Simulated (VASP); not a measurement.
**N on Ni(100): which site?**

Aim: adsorption energies of N on the high-symmetry sites of Ni(100), at a coverage of 1/4.

Calculated with VASP 6.6.1; RPBE, spin-polarised from a ferromagnetic start (one magnetic atom a cell); plane waves and PAW (Ni), in the first sound run; inputs show where later runs differ.

### 1. The starting structure

Symmetry: Fm-3m, No. 225, cubic system. Conventional cell: a = 3.520 Å, b = 3.520 Å, c = 3.520 Å, α = 90.00°, β = 90.00°, γ = 90.00°. Ni has 12 Ni at 2.49 Å nearest.

### 2. The bulk reference, job relaxation, k-mesh 19×19×19

The bulk crystal is relaxed first, so that the slabs are cut at this functional's lattice.

Input file INCAR:

```
SYSTEM = Ni
PREC = Accurate
ENCUT = 570
EDIFF = 1E-06
NELM = 120
ISMEAR = 1
SIGMA = 0.15
LREAL = .FALSE.
ALGO = Normal
GGA = RP
NBANDS = 12
ISPIN = 2
MAGMOM = 1
LASPH = .TRUE.
LMAXMIX = 4
LORBIT = 11
LWAVE = .FALSE.
LCHARG = .FALSE.
KPAR = 4
IBRION = 2
NSW = 30
ISIF = 3
EDIFFG = -0.01
POTIM = 0.4
```

Input file POSCAR:

```
Ni
1.0
    0.0000000000      1.7600000000      1.7600000000
    1.7600000000      0.0000000000      1.7600000000
    1.7600000000      1.7600000000      0.0000000000
Ni
1
Direct
    0.0000000000      0.0000000000      0.0000000000
```

Input file KPOINTS:

```
Automatic mesh
0
Gamma
19 19 19
0 0 0
```

PAW data sets: Ni (PBE family, release 64).

Launch:

```sh
$ mpirun -np 4 vasp_std
```

The log of the run:

```text
[banner, memory and clock lines left out]
running    4 mpi-ranks, on    1 nodes
 distrk:  each k-point on    1 cores,    4 groups
 distr:  one band on    1 cores,    1 groups

 POSCAR found type information on POSCAR Ni
 POSCAR found :  1 types and       1 ions
|                                                                             |
|               ----> ADVICE to this user running VASP <----                  |
|                                                                             |
|     You enforced a specific xc type in the INCAR file but a different       |
|     [... a line on the potential file left out ...]
|     I HOPE YOU KNOW WHAT YOU ARE DOING!                                     |
|                                                                             |

 LDA part: xc-table for (Slater+PW92), standard interpolation
 POSCAR, INCAR and KPOINTS ok, starting setup
 FFT: planning ... GRIDC
 FFT: planning ... GRID_SOFT
 FFT: planning ... GRID
 WAVECAR not read
 entering main loop
       N       E                     dE             d eps       ncg     rms          rms(c)
DAV:   1     0.339530863167E+02    0.33953E+02   -0.48246E+03 10848   0.114E+03
DAV:   2    -0.459802727011E+01   -0.38551E+02   -0.36245E+02 11184   0.182E+02
DAV:   3    -0.586084263748E+01   -0.12628E+01   -0.12499E+01 12064   0.358E+01
DAV:   4    -0.587085255381E+01   -0.10010E-01   -0.10008E-01 12104   0.291E+00
DAV:   5    -0.587104943785E+01   -0.19688E-03   -0.19688E-03 12564   0.387E-01    0.958E+00
DAV:   6    -0.525789840784E+01    0.61315E+00   -0.13125E+01 13456   0.481E+01    0.589E+00
DAV:   7    -0.496251610357E+01    0.29538E+00   -0.22618E+00 13284   0.185E+01    0.199E+00
DAV:   8    -0.494912174685E+01    0.13394E-01   -0.16852E-02 14052   0.122E+00    0.102E+00
DAV:   9    -0.494667251006E+01    0.24492E-02   -0.24167E-03 15240   0.412E-01    0.259E-01
DAV:  10    -0.494629505376E+01    0.37746E-03   -0.49528E-04 14980   0.170E-01    0.468E-02
DAV:  11    -0.494629951821E+01   -0.44645E-05   -0.87674E-05 13500   0.969E-02    0.262E-02
DAV:  12    -0.494629962277E+01   -0.10456E-06   -0.17972E-06 10096   0.152E-02
   1 F= -.49462996E+01 E0= -.49462277E+01  d E =-.494630E+01  mag=     0.6539
 curvature:   0.00 expect dE= 0.000E+00 dE for cont linesearch  0.000E+00
 trial: gam= 0.00000 g(F)=  0.113E-62 g(S)=  0.153E-01 ort = 0.000E+00 (trialstep = 0.100E+01)
 search vector abs. value=  0.153E-01
 bond charge predicted
       N       E                     dE             d eps       ncg     rms          rms(c)
DAV:   1    -0.528294351216E+01   -0.33664E+00   -0.44102E+00 13360   0.301E+01    0.500E+00
DAV:   2    -0.507785607371E+01    0.20509E+00   -0.50328E+00 13448   0.257E+01    0.302E+00
DAV:   3    -0.495693960263E+01    0.12092E+00   -0.81432E-01 13180   0.116E+01    0.850E-01
DAV:   4    -0.495153384087E+01    0.54058E-02   -0.59952E-03 12464   0.627E-01    0.431E-01
DAV:   5    -0.495066850282E+01    0.86534E-03   -0.25245E-03 13756   0.375E-01    0.135E-01
DAV:   6    -0.495069050892E+01   -0.22006E-04   -0.59024E-05 13780   0.753E-02    0.842E-02
DAV:   7    -0.495072365566E+01   -0.33147E-04   -0.36295E-05 13540   0.516E-02    0.364E-02
DAV:   8    -0.495072619003E+01   -0.25344E-05   -0.65361E-06  9936   0.249E-02    0.915E-03
DAV:   9    -0.495072592912E+01    0.26091E-06   -0.45581E-07  5880   0.748E-03
   2 F= -.49507259E+01 E0= -.49507427E+01  d E =-.442631E-02  mag=     0.6720
 trial-energy change:   -0.004426  1 .order   -0.004525   -0.015301    0.006251
 step:   0.7042(harm=  0.7099)  dis= 0.00000  next Energy=    -4.951653 (dE=-0.535E-02)
 bond charge predicted
       N       E                     dE             d eps       ncg     rms          rms(c)
DAV:   1    -0.498055388190E+01   -0.29828E-01   -0.37904E-01 13176   0.855E+00    0.146E+00
DAV:   2    -0.496253141906E+01    0.18022E-01   -0.41727E-01 13312   0.790E+00    0.908E-01
DAV:   3    -0.495225879931E+01    0.10273E-01   -0.69522E-02 13212   0.332E+00    0.225E-01
DAV:   4    -0.495178843835E+01    0.47036E-03   -0.31491E-04 11908   0.141E-01    0.130E-01
DAV:   5    -0.495168328050E+01    0.10516E-03   -0.16880E-04 14728   0.828E-02    0.286E-02
DAV:   6    -0.495168654507E+01   -0.32646E-05   -0.10062E-05 12028   0.200E-02    0.151E-02
DAV:   7    -0.495168475633E+01    0.17887E-05   -0.24797E-06  7568   0.201E-02    0.244E-03
DAV:   8    -0.495168457209E+01    0.18424E-06   -0.31009E-08  5508   0.225E-03
   3 F= -.49516846E+01 E0= -.49516850E+01  d E =-.538495E-02  mag=     0.6679
 curvature:  -0.35 expect dE=-0.767E-07 dE for cont linesearch -0.767E-07
 trial: gam= 0.00000 g(F)=  0.385E-62 g(S)=  0.216E-06 ort =-0.575E-04 (trialstep = 0.941E+00)
 search vector abs. value=  0.216E-06
 reached required accuracy - stopping structural energy minimisation
```

Elapsed: 26 s, on 4 MPI ranks of Intel Xeon Platinum 8559C (Emerald Rapids), shared host; peak memory 0.64 GiB.

Lines that name or quote the potential files are left out of all logs, and their timing lines are given in words.

Parts of OUTCAR (step 2):

```text
ion  position               nearest neighbor table
   1  0.000  0.000  0.000-

  LATTYP: Found a face centered cubic cell.
 ALAT       =     3.5200000000

 Subroutine GETGRP returns: Found 48 space group operations
 (whereof 48 operations were pure point group operations)

The static configuration has the point symmetry O_h .

 Found    220 irreducible k-points:

   k-points           NKPTS =    220   k-points in BZ     NKDIM =    220   number of bands    NBANDS=     12

   dimension x,y,z NGX =    20 NGY =   20 NGZ =   20
   dimension x,y,z NGXF=    40 NGYF=   40 NGZF=   40

   ENCUT  =  570.0 eV  41.89 Ry    6.47 a.u.   4.85  4.85  4.85*2*pi/ulx,y,z

   NELECT =      10.0000    total number of electrons

 k-points in reciprocal lattice and weights: Automatic mesh
   0.00000000  0.00000000  0.00000000       0.000
   0.05263158  0.00000000  0.00000000       0.001
   0.10526316  0.00000000  0.00000000       0.001
   0.15789474  0.00000000  0.00000000       0.001
   0.21052632  0.00000000  0.00000000       0.001
   0.26315789  0.00000000  0.00000000       0.001
   0.31578947  0.00000000  0.00000000       0.001
   0.36842105  0.00000000  0.00000000       0.001
   0.42105263  0.00000000  0.00000000       0.001
[...]
-0.31578947  0.47368421  0.21052632       0.003
  -0.26315789  0.47368421  0.21052632       0.003

 average (electrostatic) potential at core
       1 -82.4350

 E-fermi :   9.1073

 spin component 1
 k-point     1 :       0.0000    0.0000    0.0000
  band No.  band energies     occupation
    ...
      2       6.6884      1.00000
      3       6.6884      1.00000
      4       6.6884      1.00000
      5       7.8243      1.00000
      6       7.8243      1.00000
      7      32.5060      0.00000
      8      36.1870      0.00000
      9      36.1870      0.00000
     10      36.1870      0.00000
     11      39.0108      0.00000
    ...

 k-point     2 :       0.0526    0.0000    0.0000
  band No.  band energies     occupation
    ...
      2       6.6620      1.00000
      3       6.7115      1.00000
      4       6.7115      1.00000
      5       7.8144      1.00000
      6       7.8144      1.00000
      7      32.1531      0.00000
      8      34.7491      0.00000
      9      35.9086      0.00000
     10      35.9086      0.00000
     11      39.4160      0.00000
    ...

 k-point     3 :       0.1053    0.0000    0.0000
  band No.  band energies     occupation
    ...
      2       6.5899      1.00000
      3       6.7735      1.00000
      4       6.7735      1.00000
      5       7.7919      1.00000
      6       7.7920      1.00000
      7      30.4432      0.00000
      8      33.6345      0.00000
      9      35.3507      0.00000
     10      35.3507      0.00000
     11      40.2854      0.00000
    ...

 k-point     4 :       0.1579    0.0000    0.0000
  band No.  band energies     occupation
    ...
      2       6.4933      1.00000
      3       6.8505      1.00000
      4       6.8505      1.00000
      5       7.7794      1.00000
      6       7.7794      1.00000
      7      27.8497      0.00000
      8      33.2553      0.00000
      9      34.7865      0.00000
     10      34.7865      0.00000
     11      40.2030      0.00000
    ...

 k-point     5 :       0.2105    0.0000    0.0000
  band No.  band energies     occupation
    ...
      2       6.4099      1.00000
      3       6.9043      1.00000
      4       6.9043      1.00000
      5       7.8119      1.00000
      6       7.8119      1.00000
      7      25.1617      0.00000
      8      32.8942      0.00000
      9      34.3013      0.00000
     10      34.3013      0.00000
     11      40.3155      0.00000
    ...

 k-point     6 :       0.2632    0.0000    0.0000
  band No.  band energies     occupation
    ...
      2       6.4049      1.00000
      3       6.9056      1.00000
      4       6.9056      1.00000
      5       7.9123      1.00000
      6       7.9123      1.00000
      7      22.5572      0.00000
      8      32.4424      0.00000
      9      33.9156      0.00000
     10      33.9156      0.00000
     11      39.2561      0.00000
    ...

  Total       -0.0013664     -0.0013664     -0.0013664      0.0000000      0.0000000      0.0000000
  in kB       -0.1949413     -0.1949413     -0.1949413      0.0000000      0.0000000      0.0000000
  external PRESSURE =      -0.1949413 kB  Pullay stress =       0.0000000 kB

  energy-cutoff  :      570.00
  volume of cell :       11.23
      direct lattice vectors                 reciprocal lattice vectors
    -0.000000000  1.777389524  1.777389524    -0.281311436  0.281311436  0.281311436
     1.777389524  0.000000000  1.777389524     0.281311436 -0.281311436  0.281311436
     1.777389524  1.777389524  0.000000000     0.281311436  0.281311436 -0.281311436

 POSITION                                       TOTAL-FORCE (eV/Angst)
 -----------------------------------------------------------------------------------
      0.00000      0.00000      0.00000         0.000000      0.000000      0.000000
 -----------------------------------------------------------------------------------
    total drift:                                0.000000      0.000000      0.000000

  FREE ENERGIE OF THE ION-ELECTRON SYSTEM (eV)
  ---------------------------------------------------
  free  energy   TOTEN  =        -4.9516845721 eV

  energy  without entropy=       -4.9516857153  energy(sigma->0) =       -4.95168495

 reached required accuracy - stopping structural energy minimisation

 total charge
# of ion       s       p       d       tot
------------------------------------------
    1        0.483   0.470   8.294   9.248

 magnetization (x)
# of ion       s       p       d       tot
------------------------------------------
    1       -0.007  -0.027   0.718   0.684

[... 6 further parts left out ...]
```

CONTCAR:

```
Ni
   1.00000000000000
    -0.0000000000000000    1.7773895243477189    1.7773895243477189
     1.7773895243477189    0.0000000000000000    1.7773895243477189
     1.7773895243477189    1.7773895243477189    0.0000000000000000
  Ni
     1
Direct
     0.0000000000000000    0.0000000000000000    0.0000000000000000
```

The cell holds one magnetic atom, so no antiferromagnetic order fits into it. The PAW data sets were made with PBE, which is usual practice but a small mismatch for other functionals. The run keeps the 48 symmetry operations of its start, so it cannot find a distortion of lower symmetry.

Step by step:

```csv
step,energy less that of the first step (eV),largest force (eV/Å),pressure (GPa),volume (Å³)
1,0.0000,0.0000,5.34,10.90
2,-0.0044,0.0000,-2.09,11.37
3,-0.0054,0.0000,-0.02,11.23
```

```csv
"conventional cell, symmetrised",before,after,change
a (Å),3.520,3.555,+1.0 %
b (Å),3.520,3.555,+1.0 %
c (Å),3.520,3.555,+1.0 %
volume (Å³/atom),10.90,11.23,+3.0 %
```

The relaxed structure:

```
Ni
1.0
     0.00000    1.77739    1.77739
     1.77739    0.00000    1.77739
     1.77739    1.77739    0.00000
Ni
1
Direct
  0.00000 0.00000 0.00000
```

Numbers from this step:

| Item | Value |
| --- | --- |
| electronic cycles | 29 |
| electrons | 10 |
| free energy (TOTEN) | -4.952 eV |
| Fermi energy | 9.107 eV |
| moment of the cell, from the last line of the log | 0.6679 μB |
| metallic | yes |

Spin moment in the PAW sphere by atom:

```
atom  spin moment in the PAW sphere (μB)
 Ni1                               0.684
```

The run ended after 3 ionic steps, 0.005 eV below its first step, once forces and stress met EDIFFG = -0.01.

Energy at zero smearing: -4.95168 eV.

### 3. The bulk reference, job self-consistent run, k-mesh 22×22×22

Input file INCAR:

```
SYSTEM = Ni
PREC = Normal
ENCUT = 440
EDIFF = 1E-06
NELM = 120
ISMEAR = 1
SIGMA = 0.15
LREAL = .FALSE.
ALGO = Fast
GGA = RP
NBANDS = 12
ISPIN = 2
MAGMOM = 1
LASPH = .TRUE.
LMAXMIX = 4
LORBIT = 11
LWAVE = .FALSE.
LCHARG = .FALSE.
KPAR = 4
```

Input file POSCAR:

```
Ni
1.0
    0.0000000000      1.7773895243      1.7773895243
    1.7773895243      0.0000000000      1.7773895243
    1.7773895243      1.7773895243      0.0000000000
Ni
1
Direct
    0.0000000000      0.0000000000      0.0000000000
```

Input file KPOINTS:

```
Automatic mesh
0
Gamma
22 22 22
0 0 0
```

Launch:

```sh
$ mpirun -np 4 vasp_std
```

The log of the run:

```text
[banner, memory and clock lines left out]
running    4 mpi-ranks, on    1 nodes
[...]
[... a notice as in an earlier step ...]

 LDA part: xc-table for (Slater+PW92), standard interpolation
 POSCAR, INCAR and KPOINTS ok, starting setup
[...]
entering main loop
       N       E                     dE             d eps       ncg     rms          rms(c)
DAV:   1     0.289627835797E+02    0.28963E+02   -0.40745E+03 16332   0.937E+02
DAV:   2    -0.489644660122E+01   -0.33859E+02   -0.31808E+02 16784   0.160E+02
DAV:   3    -0.586448084632E+01   -0.96803E+00   -0.96261E+00 18152   0.305E+01
DAV:   4    -0.587232136259E+01   -0.78405E-02   -0.78389E-02 18052   0.241E+00
[...]
RMM:  11    -0.495262588681E+01    0.19422E-05   -0.45797E-05 22050   0.567E-02    0.373E-02
RMM:  12    -0.495262746610E+01   -0.15793E-05   -0.99487E-06 22542   0.214E-02    0.139E-02
RMM:  13    -0.495262677521E+01    0.69089E-06   -0.80644E-07 14036   0.761E-03
   1 F= -.49526268E+01 E0= -.49526744E+01  d E =0.142748E-03  mag=     0.6491
```

The job ended after 8 s (4 MPI ranks; peak memory 0.58 GiB; 29 s of CPU time).

OUTCAR, selected parts (step 3):

```text
  Total       -0.0295805     -0.0295805     -0.0295805      0.0000000      0.0000000     -0.0000000
  in kB       -4.2202539     -4.2202539     -4.2202539      0.0000000      0.0000000     -0.0000000
  external PRESSURE =      -4.2202539 kB  Pullay stress =       0.0000000 kB

 POSITION                                       TOTAL-FORCE (eV/Angst)
 -----------------------------------------------------------------------------------
      0.00000      0.00000      0.00000        -0.000000     -0.000000      0.000000
 -----------------------------------------------------------------------------------
    total drift:                               -0.000000     -0.000000     -0.000000

  FREE ENERGIE OF THE ION-ELECTRON SYSTEM (eV)
  ---------------------------------------------------
  free  energy   TOTEN  =        -4.9526267752 eV

  energy  without entropy=       -4.9527695234  energy(sigma->0) =       -4.95267436

 magnetization (x)
# of ion       s       p       d       tot
------------------------------------------
    1       -0.007  -0.027   0.700   0.666

[... 3 further parts left out ...]
[key lines of the parts left out:]
E-fermi :   9.1030
```

Numbers from this step:

```
electronic cycles                                 : 13
free energy (TOTEN)                               : -4.953 eV
Fermi energy                                      : 9.103 eV
moment of the cell, from the last line of the log : 0.6491 μB
```

Energy at zero smearing: -4.95267 eV.

The run ends at a pressure of -0.42 GPa.

[end of part 1 of 7]

[Lines on the potential files, build, host, timing and source positions are cut from VASP's logs without a mark.]

[Logs are printed without paths, hosts, clocks, repeated set-up lines and the standing remarks that a program may print on its own settings, such as how far it seeks lower states.]

[Hosts, paths, dates, database ids (printed as entryN), source tags and the programs' standing remarks are cut or masked in the printed files.]

[Runs that stopped without an error message from VASP are left out.]
